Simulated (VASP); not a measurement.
Consider the following.

```xyz
3
Lattice="0.0000 3.3535 3.2558 3.3010 0.0000 3.2558 3.3010 3.3535 0.0000" Properties=species:S:1:pos:R:3 pbc="T T T"
Na     1.6505     1.6767     1.6279
Na     4.9515     5.0302     4.8838
S      0.0374     0.0000     0.0000
```

Level of theory: optB88-vdW, VASP's PBE PAW potentials (set 64) (plane waves; VASP). Run with 400 eV cut-off, 5×5×5 Γ-centred mesh, Gaussian smearing of 0.050 eV, potentials Na_pv S.

Task: Which forces act on the atoms, in eV/Å?

Result: 
| atom | Fx | Fy | Fz |
|---|---|---|---|
| Na1 | 0.048 | 0.000 | 0.000 |
| Na2 | 0.048 | 0.000 | 0.000 |
| S3 | -0.097 | 0.000 | 0.000 |

Task: Give the stress tensor in GPa (positive for a compressed cell).

Result: 
```
-1.29   0.00   0.00
 0.00  -1.89   0.00
 0.00   0.00  -0.77
```
The pressure is its mean diagonal, -1.32 GPa.

The compound is Na2S in the antifluorite structure. The cell was not relaxed at this level, atoms are displaced from their ideal sites. The run is one of a series of settings (AGGAC = 0.0, GGA = BO, LUSE_VDW = .TRUE., PARAM1 = 0.1833333333, PARAM2 = 0.22 against the base run), some of them coarse on purpose.
